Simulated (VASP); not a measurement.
Runs of VASP 6.6.1 on LiLuSe2. Symmetry: Fd-3m, No. 227, cubic system. The conventional cell has a = 11.248 Å, b = 11.248 Å, c = 11.248 Å, α = 90.00°, β = 90.00°, γ = 90.00°. Around Li (site symmetry -3m) lie 6 Se at 2.85 Å. Lu (site symmetry -3m) is surrounded by 6 Se at 2.78 Å. Se (site symmetry 3m) has 3 Lu at 2.78 Å and 3 Li at 2.85 Å as nearest neighbours. The cell was built by a generator and needn't be a form met in nature.

```tsv
level	potentials or basis	k mesh	cutoff (eV)	mesh quality	gap on the mesh (eV)	pressure (GPa)	relaxed volume (Å³/atom)	largest force (eV/Å)
PBE+D3(BJ)	VASP PAW PBE potentials, release 64 (Li_sv, Lu, Se)	4 × 4 × 4	600	not flagged	1.43	0.0	21.20	-
LDA	VASP PAW PBE potentials, release 64 (Li_sv, Lu, Se)	4 × 4 × 4	600	not flagged	(c)	0.1	20.67	0.01
PBE	VASP PAW PBE potentials, release 64 (Li, Lu, Se)	2 × 2 × 2	300	coarse	1.62	0.0	(a)	0.01
PBEsol	VASP PAW PBE potentials, release 64 (Li_sv, Lu, Se)	4 × 4 × 4	600	not flagged	1.38	0.0	(b)	-
PBE	VASP PAW PBE potentials, release 64 (Li_sv, Lu, Se)	4 × 4 × 4	600	not flagged	1.62	0.0	22.46	0.01
```

Alike in all rows: task relaxation of cell and atoms; no spin polarisation; cell relaxed; smearing gaussian 0.03 eV.

**Question.** Estimate the missing entries.

**Answer.** (a) 22.57; (b) 21.40; (c) 1.21.

Caveats: some runs use coarse meshes; the cutoff is under 1.25 times the usual one of these potentials, so pressure, stress and relaxed cells hold a basis-set (Pulay) error; spin-orbit coupling is left out, which moves the levels of the heavy elements; the PAW data sets were made with another functional, which shifts forces and pressure a little (some runs).

A k mesh can miss the band edges, and the runs leave out spin-orbit coupling on Lu, Se.

Not every run made on this cell is shown here.
